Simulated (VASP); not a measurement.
# Vibrations of Sb (Antimony) at several levels of theory, part 2 of 2

Aim: the vibrations of Sb (Antimony) at the zone centre, at several levels of theory. The starting structure is a measured crystal structure from the Crystallography Open Database.

VASP 6.6.1.

Results so far: LDA A1g 142.8 cm⁻¹; LDA at the measured cell A1g 147.5 cm⁻¹; PBEsol A1g 142.5 cm⁻¹.

## (5) Modes with PBE

Level of this step: PBE; plane waves and PAW (Sb) (VASP).

PBE, the usual starting point, adds the gradient of the density. The cell comes from a relaxation at this level, not shown (63.54 Å³).

Input file INCAR:

```
SYSTEM = Sb
PREC = Accurate
ENCUT = 450
EDIFF = 1E-08
NELM = 100
ISMEAR = 1
SIGMA = 0.15
LREAL = .FALSE.
ALGO = Normal
GGA = PE
NBANDS = 11
LORBIT = 11
LWAVE = .FALSE.
LCHARG = .FALSE.
KPAR = 2
IBRION = 8
ISIF = 2
```

Input file POSCAR:

```
Sb
1.0
    2.1891751073      1.2639208375      3.8270845491
   -2.1891751073      1.2639208375      3.8270845491
    0.0000000000     -2.5278416750      3.8270845491
Sb
2
Direct
    0.7667082931      0.7667082931      0.7667082931
    0.2332917069      0.2332917069      0.2332917069
```

Input file KPOINTS:

```
Automatic mesh
0
Gamma
12 12 12
0 0 0
```

The projector-augmented-wave data sets are Sb (PBE family, release 64).

Launch:

```
mpirun -np 2 vasp_std
```

The log of the run:

```text
[banner, memory and clock lines left out]
running    2 mpi-ranks, on    1 nodes
[...]
LDA part: xc-table for (Slater+PW92), standard interpolation
 POSCAR, INCAR and KPOINTS ok, starting setup
[...]
entering main loop
       N       E                     dE             d eps       ncg     rms          rms(c)
DAV:   1     0.326052877427E+02    0.32605E+02   -0.33363E+03  4158   0.635E+02
DAV:   2    -0.650721041571E+01   -0.39112E+02   -0.37989E+02  5564   0.105E+02
DAV:   3    -0.825952036574E+01   -0.17523E+01   -0.17451E+01  5055   0.256E+01
DAV:   4    -0.827484094633E+01   -0.15321E-01   -0.15319E-01  4716   0.288E+00
[...]
DAV:  12    -0.827446345613E+01   -0.27052E-06   -0.88957E-08  4683   0.177E-03    0.228E-04
DAV:  13    -0.827446350078E+01   -0.44651E-07   -0.77899E-09  3377   0.553E-04    0.576E-05
DAV:  14    -0.827446349143E+01    0.93522E-08   -0.82300E-10  2343   0.219E-04
   1 F= -.82744635E+01 E0= -.82746207E+01  d E =0.471537E-03
 Linear response reoptimize wavefunctions to high precision
[...]
RMM:   7    -0.248160784890E-01    0.48179E-06   -0.11894E-07 32787   0.368E-04    0.655E-05
RMM:   8    -0.248159573911E-01    0.12110E-06   -0.34578E-08 33362   0.841E-05    0.152E-05
RMM:   9    -0.248159633283E-01   -0.59373E-08    0.12004E-08 33404   0.303E-05    0.225E-06
 first order change of Fermi-energy  -0.29024E-04
 force on displaced ion       1 direction 1 :  -2.538   0.000  -0.000
 Linear response progress:
  Degree of freedom:   2/  2
       N       E                     dE             d eps       ncg     rms          rms(c)
RMM:   1    -0.258780525013E-01   -0.25878E-01    0.25144E-02  8190   0.114E+00
RMM:   2    -0.252588186450E-01    0.61923E-03   -0.14308E-03  6456   0.228E-01    0.463E-02
RMM:   3    -0.251288206071E-01    0.13000E-03   -0.49169E-05  6916   0.439E-02    0.283E-02
RMM:   4    -0.250270775986E-01    0.10174E-03   -0.31938E-05  6761   0.280E-02    0.781E-03
[...]
RMM:   9    -0.250348535612E-01   -0.13370E-07   -0.11503E-10  7292   0.341E-05    0.163E-05
RMM:  10    -0.250348723023E-01   -0.18741E-07   -0.25293E-10  7015   0.296E-05    0.592E-06
RMM:  11    -0.250348718888E-01    0.41354E-09   -0.12122E-10  7226   0.567E-06    0.189E-06
 first order change of Fermi-energy  -0.31961E+00
 force on displaced ion       1 direction 3 :   0.000  -0.000  -4.898
 Linear response finished
```

Wall time 4.7 min (2 MPI ranks of AMD EPYC 7R43, shared host); peak memory 1.9 GiB.

Parts of OUTCAR (step 5):

```text
  Total       -0.0035696     -0.0035696     -0.0024851     -0.0000000     -0.0000000      0.0000000
  in kB       -0.0900147     -0.0900147     -0.0626653     -0.0000000     -0.0000000      0.0000000
  external PRESSURE =      -0.0808982 kB  Pullay stress =       0.0000000 kB

 POSITION                                       TOTAL-FORCE (eV/Angst)
 -----------------------------------------------------------------------------------
      0.00000      0.00000      8.80277         0.000000      0.000000      0.001275
      0.00000      0.00000      2.67848         0.000000     -0.000000     -0.001275
 -----------------------------------------------------------------------------------
    total drift:                                0.000000      0.000000     -0.000000

[... 1 part as in an earlier step ...]

[... 1 further part left out ...]
```

With PBE the modes are A1g 147.9, Eg 106.5 cm⁻¹; the largest shift is +16.5 cm⁻¹, in Eg, from LDA.

## (6) Modes with PBEsol + D3(BJ)

D3 with Becke-Johnson damping keeps a finite attraction at short range. The cell comes from a relaxation at this level, not shown (56.53 Å³).

Edit INCAR of step 5 so:

```diff
@@ -9,3 +9,4 @@
 ALGO = Normal
-GGA = PE
+GGA = PS
+IVDW = 12
 NBANDS = 11
@@ -15,3 +16,6 @@
 KPAR = 2
-IBRION = 8
+IBRION = 6
+NFREE = 2
+POTIM = 0.015
+NSW = 1
 ISIF = 2
```

Input file POSCAR:

```
Sb
1.0
    2.1380715206      1.2344161680      3.5694938884
   -2.1380715206      1.2344161680      3.5694938884
    0.0000000000     -2.4688323360      3.5694938884
Sb
2
Direct
    0.7610123495      0.7610123495      0.7610123495
    0.2389876505      0.2389876505      0.2389876505
```

KPOINTS is that of step 5.

Launch:

```
mpirun -np 2 vasp_std
```

The log of the run:

```text
[banner, memory and clock lines left out]
running    2 mpi-ranks, on    1 nodes
[...]
[... a notice as in an earlier step ...]

 LDA part: xc-table for (Slater+PW92), standard interpolation
 POSCAR, INCAR and KPOINTS ok, starting setup
[...]
entering main loop
       N       E                     dE             d eps       ncg     rms          rms(c)
DAV:   1     0.310702698642E+02    0.31070E+02   -0.33495E+03  4158   0.639E+02
DAV:   2    -0.745968921243E+01   -0.38530E+02   -0.37140E+02  5587   0.108E+02
DAV:   3    -0.909160962460E+01   -0.16319E+01   -0.16180E+01  5031   0.249E+01
DAV:   4    -0.910506423294E+01   -0.13455E-01   -0.13453E-01  4720   0.272E+00
[...]
DAV:  11    -0.909104766977E+01   -0.14986E-06   -0.12743E-07  4731   0.211E-03    0.407E-04
DAV:  12    -0.909104769726E+01   -0.27491E-07   -0.98414E-09  3434   0.570E-04    0.923E-05
DAV:  13    -0.909104769957E+01   -0.23044E-08   -0.11617E-09  2358   0.240E-04
   1 F= -.10056952E+02 E0= -.10057120E+02  d E =0.503910E-03
[... from here on, the cycles between the ionic steps are left out ...]
   2 F= -.10056810E+02 E0= -.10056985E+02  d E =0.525177E-03
   3 F= -.10056810E+02 E0= -.10056985E+02  d E =0.525165E-03
   4 F= -.10056502E+02 E0= -.10056709E+02  d E =0.622822E-03
   5 F= -.10056530E+02 E0= -.10056648E+02  d E =0.353321E-03
 Finite differences progress:
  Degree of freedom:   2/  2
  Displacement:        2/  2
  Total:               4/  4
```

The job ended after 3.3 min (2 MPI ranks; peak memory 1.4 GiB; 6.6 min of CPU time).

Parts of OUTCAR (step 6):

```text
 Edisp (eV)   -0.96594

 Edisp (eV)   -0.96587

  Total      -0.05438    -0.05438    -0.08020     0.00000    -0.00000     0.00000
  in kB      -1.54147    -1.54147    -2.27320     0.00000    -0.00000     0.00000
  external pressure =       -1.79 kB  Pullay stress =        0.00 kB

 POSITION                                       TOTAL-FORCE (eV/Angst)
 -----------------------------------------------------------------------------------
      0.00000      0.00000      8.13429         0.000000      0.000000      0.054786
      0.00000      0.00000      2.55919         0.000000     -0.000000     -0.054786
 -----------------------------------------------------------------------------------
    total drift:                                0.000000      0.000000      0.000078

  FREE ENERGIE OF THE ION-ELECTRON SYSTEM (eV)
  ---------------------------------------------------
  free  energy   TOTEN  =       -10.0565300307 eV

  energy  without entropy=      -10.0568833522  energy(sigma->0) =      -10.05664780

[... 1 part as in an earlier step ...]

[... 2 further parts left out ...]
[key lines of the parts left out:]
E-fermi :   7.8255
```

The last energy, forces and stress in OUTCAR belong to the last displaced cell, not to that of POSCAR.

With PBEsol + D3(BJ) the modes are A1g 131.6, Eg 75.4 cm⁻¹; the largest shift is -14.6 cm⁻¹, in Eg, from LDA.

## (7) Modes with r2SCAN

r2SCAN adds the kinetic-energy density, costs more than a GGA and is run with LASPH. The cell comes from a relaxation at this level, not shown (62.94 Å³).

Edit INCAR of step 6 so:

```diff
@@ -9,4 +9,4 @@
 ALGO = Normal
-GGA = PS
-IVDW = 12
+METAGGA = R2SCAN
+LASPH = .TRUE.
 NBANDS = 11
```

Input file POSCAR:

```
Sb
1.0
    2.1729199935      1.2545359432      3.8480650707
   -2.1729199935      1.2545359432      3.8480650707
    0.0000000000     -2.5090718864      3.8480650707
Sb
2
Direct
    0.7679314417      0.7679314417      0.7679314417
    0.2320685583      0.2320685583      0.2320685583
```

KPOINTS is that of step 6.

Launch:

```
mpirun -np 2 vasp_std
```

The log of the run:

```text
[banner, memory and clock lines left out]
running    2 mpi-ranks, on    1 nodes
[...]
[... a notice as in an earlier step ...]

 LDA part: xc-table for (None), standard interpolation
 POSCAR, INCAR and KPOINTS ok, starting setup
[...]
entering main loop
       N       E                     dE             d eps       ncg     rms          rms(c)
DAV:   1    -0.109072580806E+02   -0.10907E+02   -0.34363E+03  4158   0.659E+02
DAV:   2    -0.509126849144E+02   -0.40005E+02   -0.38699E+02  5564   0.109E+02
DAV:   3    -0.526386038038E+02   -0.17259E+01   -0.17090E+01  5146   0.258E+01
DAV:   4    -0.526530327865E+02   -0.14429E-01   -0.14427E-01  4669   0.284E+00
[...]
DAV:  13    -0.513930182312E+02   -0.10420E-06   -0.12609E-08  3145   0.787E-04    0.265E-04
DAV:  14    -0.513930183453E+02   -0.11408E-06   -0.14908E-09  2310   0.336E-04    0.632E-05
DAV:  15    -0.513930183452E+02    0.52466E-10   -0.25131E-10  2259   0.144E-04
   1 F= -.51393018E+02 E0= -.51393089E+02  d E =0.210651E-03
[... from here on, the cycles between the ionic steps are left out ...]
   2 F= -.51392693E+02 E0= -.51392763E+02  d E =0.208810E-03
   3 F= -.51392693E+02 E0= -.51392763E+02  d E =0.208810E-03
   4 F= -.51392391E+02 E0= -.51392453E+02  d E =0.184752E-03
   5 F= -.51392373E+02 E0= -.51392472E+02  d E =0.298835E-03
 Finite differences progress:
  Degree of freedom:   2/  2
  Displacement:        2/  2
  Total:               4/  4
```

The job ended after 18 min (2 MPI ranks; peak memory 1.4 GiB; 36 min of CPU time).

From OUTCAR (step 7):

```text
  Total       -0.0651570     -0.0651570     -0.1173214      0.0000000     -0.0000000      0.0000000
  in kB       -1.6586356     -1.6586356     -2.9865320      0.0000000     -0.0000000      0.0000000
  external PRESSURE =      -2.1012677 kB  Pullay stress =       0.0000000 kB

 POSITION                                       TOTAL-FORCE (eV/Angst)
 -----------------------------------------------------------------------------------
      0.00000      0.00000      8.85015         0.000000      0.000000      0.083793
      0.00000      0.00000      2.67904         0.000000      0.000000     -0.083793
 -----------------------------------------------------------------------------------
    total drift:                                0.000000     -0.000000      0.000002

  FREE ENERGIE OF THE ION-ELECTRON SYSTEM (eV)
  ---------------------------------------------------
  free  energy   TOTEN  =       -51.3923726386 eV

  energy  without entropy=      -51.3926714732  energy(sigma->0) =      -51.39247225

[... 1 part as in an earlier step ...]

[... 2 further parts left out ...]
[key lines of the parts left out:]
E-fermi :   6.7946
```

With r2SCAN the modes are A1g 159.0, Eg 113.7 cm⁻¹; the largest shift is +23.7 cm⁻¹, in Eg, from LDA.

## (8) Modes with r2SCAN + rVV10

rVV10 adds a nonlocal correlation energy for dispersion. The cell comes from a relaxation at this level, not shown (61.56 Å³).

Edit INCAR of step 7 so:

```diff
@@ -10,2 +10,6 @@
 METAGGA = R2SCAN
+LUSE_VDW = .TRUE.
+IVDW_NL = 2
+BPARAM = 11.95
+CPARAM = 0.0093
 LASPH = .TRUE.
```

Input file POSCAR:

```
Sb
1.0
    2.1685970155      1.2520400707      3.7787958042
   -2.1685970155      1.2520400707      3.7787958042
    0.0000000000     -2.5040801414      3.7787958042
Sb
2
Direct
    0.7664718195      0.7664718195      0.7664718195
    0.2335281805      0.2335281805      0.2335281805
```

KPOINTS is that of step 7.

Launch:

```
mpirun -np 2 vasp_std
```

The log of the run:

```text
[banner, memory and clock lines left out]
running    2 mpi-ranks, on    1 nodes
[...]
|                                                                             |
|               ----> ADVICE to this user running VASP <----                  |
|                                                                             |
|     You have switched on vdW-DFT.                                           |
|     This routine was written and supplied by Jiri Klimes. We recommend      |
|     that you carefully read and cite the following publications:            |
|       J. Klimes, D.R. Bowler, A. Michelides                                 |
|          J. Phys.: Cond Matt. 22 022201 (2010)                              |
|       J. Klimes, D.R. Bowler, A. Michelides                                 |
|          Phys. Rev. B. 83, 195131 (2011)                                    |
|     and references therein.                                                 |
|                                                                             |

[...]
Total rVV10 correction in eV:      0.3029643    18.5834144
Total rVV10 correction in eV:      0.3029643    18.5834144
DAV:  13    -0.510860928576E+02   -0.82961E-07   -0.90298E-09  2867   0.671E-04    0.235E-04
Total rVV10 correction in eV:      0.3029633    18.5834144
Total rVV10 correction in eV:      0.3029633    18.5834144
DAV:  14    -0.510860929660E+02   -0.10846E-06   -0.13380E-09  2346   0.314E-04    0.964E-05
Total rVV10 correction in eV:      0.3029629    18.5834144
Total rVV10 correction in eV:      0.3029629    18.5834144
DAV:  15    -0.510860929580E+02    0.80685E-08   -0.20862E-10  2274   0.126E-04
Total rVV10 correction in eV:      0.3029628    18.5834144
Total rVV10 correction in eV:      0.3029628    18.5834144
Total rVV10 correction in eV:      0.3029628    18.5834144
Total rVV10 correction in eV:      0.3029628    18.5834144
   1 F= -.51086093E+02 E0= -.51086267E+02  d E =0.523253E-03
[... from here on, the cycles between the ionic steps are left out ...]
   2 F= -.51085816E+02 E0= -.51085995E+02  d E =0.537500E-03
   3 F= -.51085816E+02 E0= -.51085995E+02  d E =0.537501E-03
   4 F= -.51085505E+02 E0= -.51085648E+02  d E =0.426491E-03
   5 F= -.51085450E+02 E0= -.51085671E+02  d E =0.662422E-03
 Finite differences progress:
  Degree of freedom:   2/  2
  Displacement:        2/  2
  Total:               4/  4
```

Wall time 22 min (2 MPI ranks); peak memory 1.5 GiB; 44 min of CPU time.

Parts of OUTCAR (step 8):

```text
  Total       -0.0575147     -0.0575147     -0.1151785     -0.0000000      0.0000000      0.0000000
  in kB       -1.4968826     -1.4968826     -2.9976452     -0.0000000      0.0000000      0.0000000
  external PRESSURE =      -1.9971368 kB  Pullay stress =       0.0000000 kB

 POSITION                                       TOTAL-FORCE (eV/Angst)
 -----------------------------------------------------------------------------------
      0.00000      0.00000      8.67402         0.000000      0.000000      0.082127
      0.00000      0.00000      2.64737         0.000000     -0.000000     -0.082127
 -----------------------------------------------------------------------------------
    total drift:                                0.000000     -0.000000      0.000002

  FREE ENERGIE OF THE ION-ELECTRON SYSTEM (eV)
  ---------------------------------------------------
  free  energy   TOTEN  =       -51.0854499139 eV

  energy  without entropy=      -51.0861123355  energy(sigma->0) =      -51.08567072

[... 1 part as in an earlier step ...]

[... 2 further parts left out ...]
[key lines of the parts left out:]
E-fermi :   7.0410
```

With r2SCAN + rVV10 the modes are A1g 156.3, Eg 105.1 cm⁻¹; the largest shift is +15.1 cm⁻¹, in Eg, from LDA.

## (9) All runs side by side

| run | A1g | Eg | method | core minutes |
| --- | --- | --- | --- | --- |
| LDA | 142.8 | 90.0 | perturbation theory | 12.7 |
| LDA at the measured cell | 147.5 | 103.8 | perturbation theory | 13.6 |
| PBEsol | 142.5 | 92.0 | perturbation theory | 16.9 |
| PBE | 147.9 | 106.5 | perturbation theory | 9.4 |
| PBEsol + D3(BJ) | 131.6 | 75.4 | finite displacements | 6.63 |
| r2SCAN | 159.0 | 113.7 | finite displacements | 36.4 |
| r2SCAN + rVV10 | 156.3 | 105.1 | finite displacements | 43.6 |

Modes are in cm⁻¹, degenerate ones as one, matched between runs by symmetry and order. A number in brackets counts the listed modes of one symmetry from the lowest. The symmetry labels come from an automatic analysis and can be wrong where levels nearly coincide. Core minutes are wall time times ranks of the run shown, on a shared host.

## (10) Outcome

```
A1g, LDA                      : 142.8 cm⁻¹
Eg, LDA                       : 90.0 cm⁻¹
A1g, LDA at the measured cell : 147.5 cm⁻¹
Eg, LDA at the measured cell  : 103.8 cm⁻¹
A1g, PBEsol                   : 142.5 cm⁻¹
Eg, PBEsol                    : 92.0 cm⁻¹
A1g, PBE                      : 147.9 cm⁻¹
Eg, PBE                       : 106.5 cm⁻¹
A1g, PBEsol + D3(BJ)          : 131.6 cm⁻¹
Eg, PBEsol + D3(BJ)           : 75.4 cm⁻¹
A1g, r2SCAN                   : 159.0 cm⁻¹
Eg, r2SCAN                    : 113.7 cm⁻¹
A1g, r2SCAN + rVV10           : 156.3 cm⁻¹
Eg, r2SCAN + rVV10            : 105.1 cm⁻¹
```

Among the runs matched mode by mode, on the cells relaxed at each level, the A1g mode of Sb (Antimony), the highest of the listed ones in the run with LDA, lies between 132 cm⁻¹ (PBEsol + D3(BJ)) and 159 cm⁻¹ (r2SCAN). Among the runs matched mode by mode, on the cells relaxed at each level, the Eg mode of Sb (Antimony), the lowest of the listed ones in the run with LDA, lies between 75.4 cm⁻¹ (PBEsol + D3(BJ)) and 114 cm⁻¹ (r2SCAN). Taking the measured cell, +3.3 % in volume, instead of the one relaxed with LDA moves Eg by +13.8 cm⁻¹. The edges differ by a +0.1 %, b +0.1 % and c +3.0 %. Some levels use perturbation theory and the others finite displacements, so their times can't be compared. LASPH is on in some of these runs and off in others, which adds a little to the differences. The mesh isn't converged: on a 16×16×16 mesh, in a run told elsewhere, A1g with LDA is 140.3 cm⁻¹ in place of 142.8. These runs have no gap, or one under 0.08 eV; such runs hang more on mesh and smearing. The relaxed cells differ from the measured one by up to 5 % along an edge (PBEsol + D3(BJ)), so the modes are those of cells that far off. A dispersion term summed over pairs of atoms is doubtful in a bulk metal. The frequencies are harmonic. Further runs on this material are not shown.

[Lines on the potential files, build, host, timing and source positions are cut from VASP's logs without a mark.]

[Logs are printed without paths, hosts, clocks, repeated set-up lines and the standing remarks that a program may print on its own settings, such as how far it seeks lower states.]

[Hosts, paths, dates, database ids (printed as entryN), source tags and the programs' standing remarks are cut or masked in the printed files.]
